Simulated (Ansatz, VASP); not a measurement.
## BAs in two plane-wave programs

Wanted: the spread between two codes on one cell, functional and k mesh. The cell is taken from a series of runs on this material, whose earlier steps may have relaxed, scaled, displaced or heated it; both programs get it as it stands.

Program: Ansatz 0.2.0. Level of theory: plane waves, with VASP 6.6.1 beside it; single point at PBE, spin-orbit coupling. Results are calculated unless marked as measured.

## Step 1: Set-up

The structure is cubic, space group F-43m (No. 216). Conventional cell: a = 4.809 Å, b = 4.809 Å, c = 4.809 Å, α = 90.00°, β = 90.00°, γ = 90.00°. Nearest to B lie 4 As at 2.08 Å. As has 4 B at 2.08 Å nearest. Farther neighbours are not listed.

Structure file:

```cif
data_structure
_symmetry_space_group_name_H-M 'P 1'
_symmetry_Int_Tables_number 1
_cell_length_a 3.4007
_cell_length_b 3.4007
_cell_length_c 3.4007
_cell_angle_alpha 60.000
_cell_angle_beta 60.000
_cell_angle_gamma 60.000
_cell_volume 27.81
loop_
_atom_site_label
_atom_site_type_symbol
_atom_site_fract_x
_atom_site_fract_y
_atom_site_fract_z
_atom_site_occupancy
B1 B 0.00000 0.00000 0.00000 1
As2 As 0.75000 0.75000 0.75000 1
```

## Step 2: Ansatz: single point, PBE, spin-orbit coupling, pair 1

Ansatz runs on its fully relativistic PAW (standard-fr) files.

With cell and atoms fixed, the geometry can't cause a difference; cores, projectors, grids and the points listed under the comparison can.

File input.yaml:

```yaml
crystal:
  lattice:
    - [0.0, 2.4046442926, 2.4046442926]
    - [2.4046442926, 0.0, 2.4046442926]
    - [2.4046442926, 2.4046442926, 0.0]
  atoms:
    - { symbol: B, position: [0.0, 0.0, 0.0] }
    - { symbol: As, position: [0.75, 0.75, 0.75] }
kpoints:
  mp_grid: { grid: [10, 10, 10] }
hamiltonian:
  xc: pbe
  pseudopotentials: { kind: paw_fr }
scf:
  occupations: { method: gaussian, width: 0.01 }
  n_extra_bands: 16
output:
  eigenvalues: true
  eigenstates:
    kpoints:
      - [0.0, 0.397895566, 0.397895566]
      - [0.0, 0.400957254, 0.400957254]
      - [0.003061688, 0.397895566, 0.400957254]
      - [0.003061688, 0.400957254, 0.397895566]
      - [0.00216494, 0.400060507, 0.402225447]
      - [-0.00216494, 0.400060507, 0.397895566]
      - [0.00216494, 0.402225447, 0.400060507]
      - [-0.00216494, 0.397895566, 0.400060507]
      - [0.004329881, 0.400060507, 0.400060507]
      - [0.0, 0.395730626, 0.400060507]
      - [0.003535333, 0.401430899, 0.401430899]
      - [0.0, 0.397895566, 0.401430899]
      - [0.0, 0.401430899, 0.397895566]
      - [0.003535333, 0.397895566, 0.397895566]
      - [0.0, 0.394833878, 0.394833878]
      - [-0.003061688, 0.397895566, 0.394833878]
      - [-0.003061688, 0.394833878, 0.397895566]
      - [-0.00216494, 0.395730626, 0.393565685]
      - [0.00216494, 0.395730626, 0.397895566]
      - [-0.00216494, 0.393565685, 0.395730626]
      - [0.00216494, 0.397895566, 0.395730626]
      - [-0.004329881, 0.395730626, 0.395730626]
      - [0.0, 0.400060507, 0.395730626]
      - [-0.003535333, 0.394360233, 0.394360233]
      - [0.0, 0.397895566, 0.394360233]
      - [0.0, 0.394360233, 0.397895566]
      - [-0.003535333, 0.397895566, 0.397895566]
      - [0.0, 0.409376897, 0.409376897]
      - [0.011481331, 0.397895566, 0.409376897]
      - [0.011481331, 0.409376897, 0.397895566]
      - [0.008118527, 0.406014093, 0.41413262]
      - [-0.008118527, 0.406014093, 0.397895566]
      - [0.008118527, 0.41413262, 0.406014093]
      - [-0.008118527, 0.397895566, 0.406014093]
      - [0.016237054, 0.406014093, 0.406014093]
      - [0.0, 0.389777039, 0.406014093]
      - [0.013257499, 0.411153065, 0.411153065]
      - [0.0, 0.397895566, 0.411153065]
      - [0.0, 0.411153065, 0.397895566]
      - [0.013257499, 0.397895566, 0.397895566]
      - [0.0, 0.386414236, 0.386414236]
      - [-0.011481331, 0.397895566, 0.386414236]
      - [-0.011481331, 0.386414236, 0.397895566]
      - [-0.008118527, 0.389777039, 0.381658513]
      - [0.008118527, 0.389777039, 0.397895566]
      - [-0.008118527, 0.381658513, 0.389777039]
      - [0.008118527, 0.397895566, 0.389777039]
      - [-0.016237054, 0.389777039, 0.389777039]
      - [0.0, 0.406014093, 0.389777039]
      - [-0.013257499, 0.384638067, 0.384638067]
      - [0.0, 0.397895566, 0.384638067]
      - [0.0, 0.384638067, 0.397895566]
      - [-0.013257499, 0.397895566, 0.397895566]
      - [0.0, 0.0, 0.0]
      - [0.0, 0.003061688, 0.003061688]
      - [0.003061688, 0.0, 0.003061688]
      - [0.003061688, 0.003061688, 0.0]
      - [0.00216494, 0.00216494, 0.004329881]
      - [-0.00216494, 0.00216494, 0.0]
      - [0.00216494, 0.004329881, 0.00216494]
      - [-0.00216494, 0.0, 0.00216494]
      - [0.004329881, 0.00216494, 0.00216494]
      - [0.0, -0.00216494, 0.00216494]
      - [0.003535333, 0.003535333, 0.003535333]
      - [0.0, 0.0, 0.003535333]
      - [0.0, 0.003535333, 0.0]
      - [0.003535333, 0.0, 0.0]
      - [0.0, -0.003061688, -0.003061688]
      - [-0.003061688, 0.0, -0.003061688]
      - [-0.003061688, -0.003061688, 0.0]
      - [-0.00216494, -0.00216494, -0.004329881]
      - [0.00216494, -0.00216494, 0.0]
      - [-0.00216494, -0.004329881, -0.00216494]
      - [0.00216494, 0.0, -0.00216494]
      - [-0.004329881, -0.00216494, -0.00216494]
      - [0.0, 0.00216494, -0.00216494]
      - [-0.003535333, -0.003535333, -0.003535333]
      - [0.0, 0.0, -0.003535333]
      - [0.0, -0.003535333, 0.0]
      - [-0.003535333, 0.0, 0.0]
      - [0.0, 0.011481331, 0.011481331]
      - [0.011481331, 0.0, 0.011481331]
      - [0.011481331, 0.011481331, 0.0]
      - [0.008118527, 0.008118527, 0.016237054]
      - [-0.008118527, 0.008118527, 0.0]
      - [0.008118527, 0.016237054, 0.008118527]
      - [-0.008118527, 0.0, 0.008118527]
      - [0.016237054, 0.008118527, 0.008118527]
      - [0.0, -0.008118527, 0.008118527]
      - [0.013257499, 0.013257499, 0.013257499]
      - [0.0, 0.0, 0.013257499]
      - [0.0, 0.013257499, 0.0]
      - [0.013257499, 0.0, 0.0]
      - [0.0, -0.011481331, -0.011481331]
      - [-0.011481331, 0.0, -0.011481331]
      - [-0.011481331, -0.011481331, 0.0]
      - [-0.008118527, -0.008118527, -0.016237054]
      - [0.008118527, -0.008118527, 0.0]
      - [-0.008118527, -0.016237054, -0.008118527]
      - [0.008118527, 0.0, -0.008118527]
      - [-0.016237054, -0.008118527, -0.008118527]
      - [0.0, 0.008118527, -0.008118527]
      - [-0.013257499, -0.013257499, -0.013257499]
      - [0.0, 0.0, -0.013257499]
      - [0.0, -0.013257499, 0.0]
      - [-0.013257499, 0.0, 0.0]
magnetization:
  noncollinear: true
  spin_orbit: true
checkpoint:
  read: start.run
  write: ck
  compress: false
  write_wavefunctions: false
  write_every: 100000
```

Run with:

```console
$ ansatz run input.yaml --threads 2 --pin off --max-ram 5120MiB --backend cpu --events-out ev --progress --plain --runs-dir out
```

Numbers of over 12 decimals in the logs are rounded to 6 here.

The program printed:

```text
Warning: checkpoint.read: basis.xc_grid differs: saved 2, current 1 (points along each axis for each point of the dense box; where the key is left out runs that use forces, runs that use the stress, dielectric runs by a finite field, finite-displacement phonons, runs of phonons.displacement_patterns under a GGA or a meta-GGA, phonons by method: dfpt, dielectric runs by the response, runs on support functions, runs on [...]
scf.n_extra_bands = 16 over 18 filled bands (N_el = 18.0): the run solves 34 bands
Engine: ansatz 0.2.0, x86_64-unknown-linux-gnu
Pseudopotentials: kind: paw_fr
Pseudopotential: B, paw_fr, valence charge 3, recommended cutoff 420 eV (normal), B.paw.azcp#standard-fr
Pseudopotential: As, paw_fr, valence charge 15, recommended cutoff 420 eV (normal), As.paw.azcp#standard-fr
Functional definition: PBE
  parameter kappa = 0.804
  parameter beta = 0.066725
  exchange = pbe_x(kappa = kappa, mu = beta*pi^2/3)
  correlation = pbe_c(beta = beta)
non-collinear run that drives no moment, with spin-orbit: no starting moment large enough to seed its density (crystal.atoms[].spin), no starting occupations that ask for one, no magnetisation constraint and no magnetic field, so the semilocal B_xc is pinned to zero
Crystal: 2 atoms, lattice volume = 27.809 Å³
Basis set: ecut = 420 eV, 537 PW (Γ)
Bands: 34, of which v1, the nominal top of the filled ones, is band 18 counted from 1 (17 counted from 0)
Symmetry: 24 space group operations + 24 with time reversal
Magnetic group: BNS 216.75 (UNI 1577), of the structure as read, at distance tolerance 3.0e-5 Å
k-points: 47 of 1000 (time reversal used)
Projection manifold: j_resolved (fully-relativistic pseudo-atomic orbitals)
Non-local potential: B, projectors of the file, l = 0: 2, l = 1: 4, l = 2: 2
Non-local potential: As, projectors of the file, l = 0: 2, l = 1: 4, l = 2: 6, l = 3: 2
PAW form: soft (Blöchl's): semilocal exchange-correlation on the pseudo side does not see the compensation charge
PAW one-centre angular grid: B, 110 points (default); XC on 64 Gauss nodes
PAW one-centre angular grid: As, 590 points (default); XC on 64 Gauss nodes
Initial density: read from a saved state, or passed on in memory by an earlier SCF of this step, an earlier step, the calling program or the single point that the run made first
Initial wavefunctions: pseudopotential atomic-orbital guess
Functional: x = pbe(κ = 0.804, μ = 0.219515), c = pbe(β = 0.066725)
iter 1 solved again at ethr=3.07e-7 eV; its pass at ethr=3.10e-3 eV (dr2=5.53e-5 eV) is discarded
SCF iter   1: F=—  HF=-5012.231147 eV  |F-HF|=—  |Δ(HF+E_count)|=         —  Δρ=5.56e-6  dr2=4.74e-9  dr2_m=0.00e0 (ungated)  ethr=3.07e-7  |M|=0.00e0 ∫|m|=0.00e0 μB  |m|>n=0.0e0 m-floor=0.0e0 τ_xc=0.0e0  β_m=0.30  ⟨swp⟩=4.8  Hψ=14255  notcnv=0  defer=1
eigensolver tolerance schedule: the retry pair's looser diagonalisation over-reported the residual by 11658.35 of it (diagonalisation noise at an unbounded share of the residual, at the tolerance the schedule requests for it); recorded, not acted on — ethr = c·dr2/N_el stays at c = 1.0e-1
preconditioner: auto → none  [insulator: Δε(μ)=1.139 eV  Ē_g=16.459 eV  σ=0.010 eV  W_gap=1.00  n_scr=8 (ndim 8)  ℏωp=19.9 eV  f_vac=0.001  D(μ)=0.00/eV (n_scr^D=0)  ε∞_Penn≈2.5]
SCF iter   2: F=-5012.231147 eV  HF=-5012.231147 eV  |F-HF|=4.92e-9  |Δ(HF+E_count)|=   1.65e-7  Δρ=3.84e-6  dr2=2.36e-9  dr2_m=0.00e0 (ungated)  ethr=2.64e-11  |M|=0.00e0 ∫|m|=0.00e0 μB  |m|>n=0.0e0 m-floor=0.0e0 τ_xc=0.0e0  ⟨swp⟩=4.6  Hψ=5396  notcnv=0
SCF 1 converged in 2 iterations: F = -5012.231147 eV  dr2 = 2.36e-9
  greatest PAW one-centre occupation: 0.999 electrons in one spin orbital (limit 2), on the As atom at site 1 (counted from 0), in its partial waves of l = 2
NSCF: frozen V_eff on 106 k-points
SCF converged after 2 iterations
Magnetization: |M| = 0.0000 μB,  M = (+0.0000, +0.0000, +0.0000) μB
Absolute magnetization: 0.0000 μB (∫|m|)
  site 0: m = (+0.0000, +0.0000, +0.0000) μB, |m| = 0.0000 μB  (R = 0.86 Å)
  site 1: m = (+0.0000, +0.0000, +0.0000) μB, |m| = 0.0000 μB  (R = 0.86 Å)
Free energy (F): -5012.231147 eV
Harris-Foulkes:  -5012.231147 eV  (|F-HF|=4.92e-9)
Internal energy: -5012.231147 eV  (E = F + TS)
E sigma→0 (E₀):  -5012.231147 eV
Fermi energy:    11.440363 eV
--- Per-component energies (eV) ---
  E_band       = -215.051534
  E_kinetic    = 151.224185
  E_local      = -1711.730060  (includes V_loc(G=0)·N_el)
  E_nonlocal   = -657.514411
  E_hartree    = 946.786103
  E_xc         = -111.114290
  E_vxc        = -117.238586  (∫ρ·V_xc dr)
  E_paw        = -1915.694186  (= ΣΔE_a)
  E_vpaw       = 226.635313  (= ΣTr[D̂ρ^β])
  E_aug_tail   = 0.000006  (compensation charges beyond the density's cutoff)
  E_ewald      = -1714.188495
  E_smearing   = -0.000000  (= −TS)
  E_closure    = 0.000000  (closes the sum)
  Σ components = -5012.231147   (vs F -5012.231147, Δ=0.00e0)
--- Band table (eV; the first three rows and the last of 47) ---
  k-point 0: bands = [... 14 lower, 10.8707, 10.8707, 10.8707, 10.8707, 13.9239, 13.9239, 14.1327, 14.1327, ... 12 higher]
  k-point 1: bands = [... 14 lower, 10.4461, 10.4461, 10.5767, 10.5781, 14.1407, 14.1407, 14.3997, 14.3997, ... 12 higher]
  k-point 2: bands = [... 14 lower, 9.8775, 9.8775, 10.0153, 10.0173, 13.9120, 13.9120, 15.0911, 15.0911, ... 12 higher]
  k-point 46: bands = [... 14 lower, 5.4942, 5.6265, 5.8225, 5.8400, 15.3076, 15.3449, 15.6130, 15.6144, ... 12 higher]
```

## Step 3: VASP: single point, PBE, spin-orbit coupling, pair 1

The same cell, functional, mesh and smearing now go to VASP, with its own data sets.

Lines of VASP's logs that name or quote its potential files are left out, and so is its time.

File INCAR:

```
SYSTEM = BAs
PREC = Accurate
ENCUT = 420
EDIFF = 1E-06
NELM = 200
ISMEAR = 0
SIGMA = 0.01
LREAL = .FALSE.
ALGO = Normal
GGA = PE
LNONCOLLINEAR = .TRUE.
MAGMOM = 0 0 0 0 0 0
NBANDS = 20
GGA_COMPAT = .FALSE.
LASPH = .TRUE.
LSORBIT = .TRUE.
LORBIT = 11
LWAVE = .FALSE.
LCHARG = .FALSE.
ISIF = 2
EFERMI = MIDGAP
```

File POSCAR:

```
BAs
1.0
    0.0000000000      2.4046442926      2.4046442926
    2.4046442926      0.0000000000      2.4046442926
    2.4046442926      2.4046442926      0.0000000000
B As
1 1
Direct
    0.0000000000      0.0000000000      0.0000000000
    0.7500000000      0.7500000000      0.7500000000
```

File KPOINTS:

```
Automatic mesh
0
Gamma
10 10 10
0 0 0
```

The projector-augmented-wave data sets are B and As (PBE family, release 64).

Run with:

```console
$ mpirun -np 1 vasp_ncl
```

The program printed:

```text
[banner, memory and clock lines left out]
running    1 mpi-ranks, on    1 nodes
 distrk:  each k-point on    1 cores,    1 groups
 distr:  one band on    1 cores,    1 groups

 POSCAR found type information on POSCAR B As
 POSCAR found :  2 types and       2 ions
 LDA part: xc-table for (Slater+PW92), standard interpolation
 POSCAR, INCAR and KPOINTS ok, starting setup
 FFT: planning ... GRIDC
 FFT: planning ... GRID_SOFT
 FFT: planning ... GRID
 WAVECAR not read
 entering main loop
       N       E                     dE             d eps       ncg     rms          rms(c)
DAV:   1     0.136685500712E+02    0.13669E+02   -0.27937E+03  2920   0.590E+02
DAV:   2    -0.109483949386E+02   -0.24617E+02   -0.22691E+02  4000   0.119E+02
DAV:   3    -0.120188629421E+02   -0.10705E+01   -0.10598E+01  3536   0.214E+01
DAV:   4    -0.120230765073E+02   -0.42136E-02   -0.42127E-02  3520   0.156E+00
DAV:   5    -0.120230864969E+02   -0.99897E-05   -0.99895E-05  3412   0.807E-02    0.479E+00
DAV:   6    -0.114814954661E+02    0.54159E+00   -0.37256E-01  3228   0.541E+00    0.232E+00
DAV:   7    -0.114298429605E+02    0.51653E-01   -0.13600E-01  3628   0.258E+00    0.971E-01
DAV:   8    -0.114232559565E+02    0.65870E-02   -0.15527E-02  3312   0.928E-01    0.114E-01
DAV:   9    -0.114231927289E+02    0.63228E-04   -0.88562E-04  3376   0.254E-01    0.590E-02
DAV:  10    -0.114233510727E+02   -0.15834E-03   -0.20447E-04  3280   0.955E-02    0.402E-02
DAV:  11    -0.114233766921E+02   -0.25619E-04   -0.18912E-05  3516   0.344E-02    0.138E-02
DAV:  12    -0.114233774693E+02   -0.77721E-06   -0.98943E-07  3304   0.778E-03
   1 F= -.11423377E+02 E0= -.11423377E+02  d E =0.000000E+00  mag=    -0.0000    -0.0000     0.0000
```

(Continued in part 2 of 2.)

[Lines on the potential files, build, host, timing and source positions are cut from VASP's logs without a mark.]

[Logs are printed without paths, hosts, clocks, repeated set-up lines and the standing remarks that a program may print on its own settings, such as how far it seeks lower states.]

[Hosts, paths, dates, database ids (printed as entryN), source tags and the programs' standing remarks are cut or masked in the printed files.]
